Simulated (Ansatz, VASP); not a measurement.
# ZnO (zincite): VASP beside Ansatz

Wanted: the spread between two codes on one cell, functional and k mesh. The cell is taken from a series of runs on this material, whose earlier steps may have relaxed, scaled, displaced or heated it; both programs get it as it stands.

Main program and level: Ansatz 0.2.0; plane waves, with VASP 6.6.1 beside it; zone-centre phonons at PBE.

**1. Set-up**

It takes space group P6_3mc (No. 186, hexagonal). The conventional cell has a = 3.167 Å, b = 3.167 Å, c = 5.109 Å, α = 90.00°, β = 90.00°, γ = 120.00°. Nearest to O lie 4 Zn at 1.93 to 1.94 Å. Zn has 4 O at 1.93 to 1.94 Å nearest. Farther neighbours and most contacts between anions are not listed.

**2. VASP: zone-centre phonons, PBE**

Second derivatives magnify differences that forces hide, and they need a tight electronic threshold.

Lines of VASP's logs that name or quote its potential files are left out, and so is its time.

INCAR

```
SYSTEM = ZnO
PREC = Accurate
ENCUT = 600
EDIFF = 1E-08
NELM = 120
ISMEAR = 0
SIGMA = 0.01
LREAL = .FALSE.
ALGO = Normal
GGA = PE
NBANDS = 24
LORBIT = 11
LWAVE = .FALSE.
LCHARG = .FALSE.
ISIF = 2
IBRION = 8
LEPSILON = .TRUE.
LASPH = .TRUE.
GGA_COMPAT = .FALSE.
EFERMI = MIDGAP
KPAR = 2
```

POSCAR

```
ZnO
1.0
    3.1673696605      0.0000000000      0.0000000000
   -1.5836848302      2.7430225892      0.0000000000
    0.0000000000      0.0000000000      5.1094881345
O Zn
2 2
Direct
    0.6666666667      0.3333333333      0.3790545698
    0.3333333333      0.6666666667      0.8790545698
    0.3333333333      0.6666666667      0.4999554302
    0.6666666667      0.3333333333      0.9999554302
```

KPOINTS

```
Automatic mesh
0
Gamma
15 15 10
0 0 0
```

The projector-augmented-wave data sets are O and Zn (PBE family, release 64).

Run with:

```bash
$ mpirun -np 2 vasp_std
```

Numbers of over 12 decimals in the logs are rounded to 6 here.

Output:

```text
[banner, memory and clock lines left out]
running    2 mpi-ranks, on    1 nodes
 distrk:  each k-point on    1 cores,    2 groups
 distr:  one band on    1 cores,    1 groups

 POSCAR found type information on POSCAR O Zn
 POSCAR found :  2 types and       4 ions
 LDA part: xc-table for (Slater+PW92), standard interpolation
 POSCAR, INCAR and KPOINTS ok, starting setup
 FFT: planning ... GRIDC
 FFT: planning ... GRID_SOFT
 FFT: planning ... GRID
 WAVECAR not read
 entering main loop
       N       E                     dE             d eps       ncg     rms          rms(c)
DAV:   1     0.304571433234E+03    0.30457E+03   -0.20422E+04  7872   0.246E+03
DAV:   2     0.873178097085E+01   -0.29584E+03   -0.28106E+03  8432   0.460E+02
DAV:   3    -0.203838654881E+02   -0.29116E+02   -0.28887E+02  8864   0.148E+02
DAV:   4    -0.208473420283E+02   -0.46348E+00   -0.46317E+00  9024   0.194E+01
DAV:   5    -0.208501142015E+02   -0.27722E-02   -0.27721E-02  8952   0.144E+00    0.164E+01
DAV:   6    -0.174234503163E+02    0.34267E+01   -0.85880E+00 12688   0.650E+01    0.103E+01
DAV:   7    -0.176216565359E+02   -0.19821E+00   -0.28084E+00  7792   0.180E+01    0.602E+00
DAV:   8    -0.176364535474E+02   -0.14797E-01   -0.56166E-01 11808   0.813E+00    0.165E+00
DAV:   9    -0.175847691412E+02    0.51684E-01   -0.12853E-01 12144   0.704E+00    0.299E-01
DAV:  10    -0.175879007589E+02   -0.31316E-02   -0.44251E-02  7832   0.150E+00    0.161E-01
DAV:  11    -0.175877786127E+02    0.12215E-03   -0.10633E-03 11456   0.487E-01    0.405E-02
DAV:  12    -0.175878380700E+02   -0.59457E-04   -0.14225E-04  8704   0.214E-01    0.317E-02
DAV:  13    -0.175878308861E+02    0.71839E-05   -0.28532E-05 11344   0.144E-01    0.111E-02
DAV:  14    -0.175878309142E+02   -0.28089E-07   -0.13925E-05  8336   0.337E-02    0.375E-03
DAV:  15    -0.175878304481E+02    0.46603E-06   -0.11323E-06  9480   0.944E-03    0.110E-03
DAV:  16    -0.175878303871E+02    0.60996E-07   -0.57959E-08  8568   0.281E-03    0.112E-03
DAV:  17    -0.175878303880E+02   -0.85493E-09   -0.12589E-08  4888   0.179E-03
   1 F= -.17587830E+02 E0= -.17587830E+02  d E =0.000000E+00
 Linear response reoptimize wavefunctions to high precision
DAV:   1    -0.175878303953E+02   -0.73360E-08   -0.78602E-09  7432   0.739E-04
DAV:   2    -0.175878303954E+02   -0.49113E-10   -0.35918E-10  4256   0.181E-04
 Linear response G [H, r] |phi>, progress :
  Direction:   1
       N       E                     dE             d eps       ncg     rms
RMM:   1    -0.884671632184E+02   -0.88467E+02    0.40067E+02 16081   0.116E+02
 LRF_COMMUTATOR internal error: the vector H(1)-e(1) S(1) |phi(0)> is not orthog
 onal to |phi(0)> (-1.011689944325767E-004,1.616068390219993E-014)
 LRF_COMMUTATOR internal error: the vector H(1)-e(1) S(1) |phi(0)> is not orthog
 onal to |phi(0)> (1.011689947805205E-004,-6.945832797811136E-015)
RMM:   2    -0.928431552216E+02   -0.43760E+01   -0.11445E+01 11166   0.386E+01
 LRF_COMMUTATOR internal error: the vector H(1)-e(1) S(1) |phi(0)> is not orthog
 onal to |phi(0)> (-1.011689944436442E-004,2.153832667772804E-014)
 LRF_COMMUTATOR internal error: the vector H(1)-e(1) S(1) |phi(0)> is not orthog
 onal to |phi(0)> (1.011689947815197E-004,-6.314393452555578E-015)
RMM:   3    -0.933471345147E+02   -0.50398E+00   -0.10660E+00 13731   0.793E+00
RMM:   4    -0.933495575393E+02   -0.24230E-02   -0.16800E-02 13059   0.113E+00
RMM:   5    -0.933498163182E+02   -0.25878E-03   -0.46753E-04 14076   0.259E-01
RMM:   6    -0.933498893337E+02   -0.73016E-04   -0.45896E-05 13631   0.472E-02
RMM:   7    -0.933498880838E+02    0.12499E-05    0.21212E-05 14140   0.121E-02
RMM:   8    -0.933498910766E+02   -0.29927E-05   -0.28948E-06 13661   0.326E-03
RMM:   9    -0.933498904976E+02    0.57895E-06    0.17550E-04 11359   0.133E-03
RMM:  10    -0.933498908838E+02   -0.38617E-06    0.27535E-04  8886   0.836E-04
RMM:  11    -0.933498908340E+02    0.49833E-07    0.23891E-04  7687   0.725E-04
RMM:  12    -0.933498907308E+02    0.10318E-06    0.30785E-04  6877   0.700E-04
RMM:  13    -0.933498907840E+02   -0.53258E-07    0.27259E-04  6606   0.693E-04
RMM:  14    -0.933498906306E+02    0.15350E-06    0.28843E-04  6460   0.696E-04
 Linear response G [H, r] |phi>, progress :
  Direction:   2
       N       E                     dE             d eps       ncg     rms
RMM:   1    -0.932545842969E+02   -0.93255E+02    0.31569E+02 15991   0.114E+02
 LRF_COMMUTATOR internal error: the vector H(1)-e(1) S(1) |phi(0)> is not orthog
 onal to |phi(0)> (-1.011689792001919E-004,-2.262079412673756E-015)
 LRF_COMMUTATOR internal error: the vector H(1)-e(1) S(1) |phi(0)> is not orthog
 onal to |phi(0)> (1.011689791605153E-004,5.592748486549226E-015)
RMM:   2    -0.987207447919E+02   -0.54662E+01   -0.11022E+01 11306   0.373E+01
 LRF_COMMUTATOR internal error: the vector H(1)-e(1) S(1) |phi(0)> is not orthog
 onal to |phi(0)> (-1.011689791983982E-004,2.491062911502695E-015)
[...]
dielectric tensor                  component  3 :    -0.490    -0.398     5.000
 Linear response to external field, progress :
  Direction:   1
       N       E                     dE             d eps       ncg     rms          rms(c)
RMM:   1    -0.429039645052E+00   -0.42904E+00   -0.16855E+00 37024   0.485E+00
[...]
RMM:   6    -0.508052452543E+00   -0.12813E-02   -0.32682E-05 13262   0.443E-02    0.374E-03
RMM:   7    -0.508045931588E+00    0.65210E-05   -0.84914E-08 12811   0.516E-03    0.136E-03
RMM:   8    -0.508099048822E+00   -0.53117E-04    0.17947E-08 13352   0.261E-03    0.322E-04
RMM:   9    -0.508099179006E+00   -0.13018E-06    0.44966E-08 13630   0.508E-04    0.143E-04
RMM:  10    -0.508100052977E+00   -0.87397E-06    0.54175E-09 11914   0.281E-04    0.225E-05
RMM:  11    -0.508100637924E+00   -0.58495E-06    0.26566E-09  6565   0.520E-05    0.757E-06
 change of polarisation eV/A/(eV/A) component  3 :    -0.120    -0.097     0.961
 dielectric tensor                  component  3 :    -0.488    -0.397     4.916
 Linear response DOF=           4
 Linear response progress:
  Degree of freedom:   1/  4
       N       E                     dE             d eps       ncg     rms          rms(c)
RMM:   1    -0.366818247695E+00   -0.36682E+00    0.61392E-01120086   0.435E+00
RMM:   2    -0.358072969853E+00    0.87453E-02   -0.11120E-02 77409   0.114E+00    0.249E-01
RMM:   3    -0.359632056849E+00   -0.15591E-02   -0.99750E-04 89911   0.246E-01    0.139E-01
RMM:   4    -0.361426225876E+00   -0.17942E-02   -0.33555E-04 78796   0.118E-01    0.205E-02
RMM:   5    -0.361440972245E+00   -0.14746E-04   -0.13188E-05 94806   0.287E-02    0.370E-03
RMM:   6    -0.361353700560E+00    0.87272E-04   -0.85018E-07 81019   0.629E-03    0.948E-04
RMM:   7    -0.361349110644E+00    0.45899E-05   -0.13183E-07 96088   0.191E-03    0.293E-04
RMM:   8    -0.361348578701E+00    0.53194E-06   -0.14098E-08 95463   0.467E-04    0.898E-05
RMM:   9    -0.361347702998E+00    0.87570E-06   -0.63773E-09 94929   0.949E-05    0.163E-05
RMM:  10    -0.361348028183E+00   -0.32519E-06   -0.15493E-08 93958   0.503E-05    0.578E-06
RMM:  11    -0.361348048227E+00   -0.20044E-07    0.23059E-09 94126   0.178E-05    0.213E-06
RMM:  12    -0.361348024374E+00    0.23853E-07   -0.46755E-09 80322   0.103E-05    0.574E-07
RMM:  13    -0.361348019345E+00    0.50295E-08   -0.63731E-09 62138   0.863E-06    0.150E-07
 first order change of Fermi-energy  -0.87401E-01
 force on displaced ion       1 direction 1 : -10.863  -0.000   0.000
 Born effective charge ion    1 direction 1 :  -2.074  -0.000   0.000
 Linear response progress:
  Degree of freedom:   2/  4
       N       E                     dE             d eps       ncg     rms          rms(c)
RMM:   1    -0.386957874220E+00   -0.38696E+00    0.61511E-01 25293   0.428E+00
RMM:   2    -0.377298638096E+00    0.96592E-02   -0.11089E-02 16121   0.114E+00    0.353E-01
RMM:   3    -0.378629163464E+00   -0.13305E-02   -0.13781E-03 17209   0.284E-01    0.180E-01
RMM:   4    -0.380086753857E+00   -0.14576E-02   -0.42989E-04 16497   0.136E-01    0.426E-02
RMM:   5    -0.380277985976E+00   -0.19123E-03   -0.26524E-05 19741   0.349E-02    0.114E-02
RMM:   6    -0.380143049144E+00    0.13494E-03   -0.69633E-06 17831   0.187E-02    0.271E-03
RMM:   7    -0.380162167765E+00   -0.19119E-04   -0.11127E-06 17960   0.540E-03    0.828E-04
RMM:   8    -0.380171780777E+00   -0.96130E-05   -0.34758E-07 18292   0.204E-03    0.485E-04
RMM:   9    -0.380165043783E+00    0.67370E-05    0.15137E-07 18771   0.750E-04    0.988E-05
RMM:  10    -0.380164769420E+00    0.27436E-06   -0.51496E-10 20056   0.156E-04    0.370E-05
RMM:  11    -0.380164990633E+00   -0.22121E-06    0.18608E-09 19169   0.863E-05    0.907E-06
RMM:  12    -0.380165057558E+00   -0.66925E-07   -0.94079E-10 19575   0.214E-05    0.625E-06
RMM:  13    -0.380165123667E+00   -0.66109E-07   -0.10890E-09 19132   0.163E-05    0.129E-06
RMM:  14    -0.380165117246E+00    0.64217E-08    0.90895E-11 16765   0.822E-06    0.751E-07
 first order change of Fermi-energy   0.18427E+00
 force on displaced ion       1 direction 3 :   0.000  -0.000 -14.488
 Born effective charge ion    1 direction 3 :   0.000  -0.000  -2.124
 Linear response progress:
  Degree of freedom:   3/  4
       N       E                     dE             d eps       ncg     rms          rms(c)
RMM:   1    -0.210039663724E+00   -0.21004E+00    0.31012E-02 99196   0.269E+00
RMM:   2    -0.208016929977E+00    0.20227E-02   -0.40005E-03 79906   0.629E-01    0.231E-01
RMM:   3    -0.207797335863E+00    0.21959E-03   -0.18981E-04 94355   0.102E-01    0.138E-01
RMM:   4    -0.207389944440E+00    0.40739E-03   -0.22101E-05 94619   0.428E-02    0.445E-03
RMM:   5    -0.207364554207E+00    0.25390E-04   -0.83249E-07 98057   0.481E-03    0.156E-03
RMM:   6    -0.207353752385E+00    0.10802E-04   -0.18166E-07 95667   0.214E-03    0.373E-04
RMM:   7    -0.207350306504E+00    0.34459E-05    0.30958E-08 97815   0.735E-04    0.764E-05
RMM:   8    -0.207350351973E+00   -0.45469E-07    0.26974E-08 95874   0.843E-05    0.317E-05
RMM:   9    -0.207350358697E+00   -0.67246E-08   -0.30504E-09 96821   0.580E-05    0.514E-06
 first order change of Fermi-energy   0.12806E+00
 force on displaced ion       3 direction 1 : -10.205   0.001   0.000
 Born effective charge ion    3 direction 1 :   2.073  -0.000  -0.000
 Linear response progress:
  Degree of freedom:   4/  4
       N       E                     dE             d eps       ncg     rms          rms(c)
RMM:   1    -0.221772501312E+00   -0.22177E+00    0.32374E-02 21024   0.276E+00
RMM:   2    -0.217344855604E+00    0.44276E-02   -0.44784E-03 16827   0.703E-01    0.224E-01
RMM:   3    -0.216982522272E+00    0.36233E-03   -0.32493E-04 19003   0.132E-01    0.136E-01
RMM:   4    -0.216505544320E+00    0.47698E-03   -0.24134E-04 19605   0.912E-02    0.340E-02
RMM:   5    -0.216398604736E+00    0.10694E-03   -0.70346E-05 18272   0.239E-02    0.556E-03
RMM:   6    -0.216388704710E+00    0.99000E-05    0.12616E-05 20771   0.687E-03    0.287E-03
RMM:   7    -0.216388832747E+00   -0.12804E-06    0.83584E-07 18418   0.437E-03    0.693E-04
RMM:   8    -0.216388066661E+00    0.76609E-06   -0.96755E-07 20689   0.156E-03    0.220E-04
RMM:   9    -0.216388206877E+00   -0.14022E-06    0.38644E-07 20764   0.371E-04    0.811E-05
RMM:  10    -0.216388638166E+00   -0.43129E-06    0.16457E-08 20555   0.139E-04    0.138E-05
RMM:  11    -0.216388627405E+00    0.10761E-07   -0.15070E-07 20967   0.439E-05    0.646E-06
RMM:  12    -0.216388624724E+00    0.26805E-08    0.31387E-08 20531   0.197E-05    0.175E-06
 first order change of Fermi-energy  -0.18447E+00
 force on displaced ion       3 direction 3 :  -0.000   0.000 -14.401
 Born effective charge ion    3 direction 3 :   0.000   0.000   2.124
 Born effective charges drift removed
 Linear response finished
```

[end of part 1 of 3]

[Lines on the potential files, build, host, timing and source positions are cut from VASP's logs without a mark.]

[Logs are printed without paths, hosts, clocks, repeated set-up lines and the standing remarks that a program may print on its own settings, such as how far it seeks lower states.]

[Hosts, paths, dates, database ids (printed as entryN), source tags and the programs' standing remarks are cut or masked in the printed files.]
